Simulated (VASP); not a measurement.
The system is Rb.

```
CELL_PARAMETERS angstrom
-2.80250 2.80250 2.80250
2.80250 -2.80250 2.80250
2.80250 2.80250 -2.80250
ATOMIC_POSITIONS crystal
Rb 0.00000 0.00000 0.00000
```

```yaml
Program: VASP 6.6.1
Task: relaxation of cell and atoms
Functional: LDA
Potentials_or_basis: VASP PAW LDA potentials, release 64 (Rb_sv)
Cutoff: 600 eV
k_mesh: 12 × 12 × 12
Occupations: methfessel-paxton, width 0.1 eV
Spin: no spin polarisation
```

At the start: pressure -0.4 GPa; volume 88.04 Å³/atom.

Problem. How do energy, volume and symmetry change on relaxing?

Solution. Over 4 steps the energy falls by 12.5 meV/atom and the volume is 77.93 Å³/atom (-11.5 %); space group Im-3m (No. 229, to 0.05 Å).

The path:
| step | energy change (eV) | largest force (eV/Å) | pressure (GPa) | volume (Å³) |
| --- | --- | --- | --- | --- |
| 1 | 0.0000 | 0.0000 | -0.35 | 88.04 |
| 2 | -0.0049 | 0.0000 | -0.29 | 85.59 |
| 3 | -0.0119 | 0.0000 | -0.08 | 79.81 |
| 4 | -0.0125 | 0.0000 | -0.01 | 77.93 |

Final structure:
```xyz
1
Lattice="-2.6908 2.6908 2.6908 2.6908 -2.6908 2.6908 2.6908 2.6908 -2.6908" Properties=species:S:1:pos:R:3 pbc="T T T"
Rb    0.0000    0.0000    0.0000
```

Caveat: the volume moved by -11 % from the deposited cell, more than functionals usually miss.
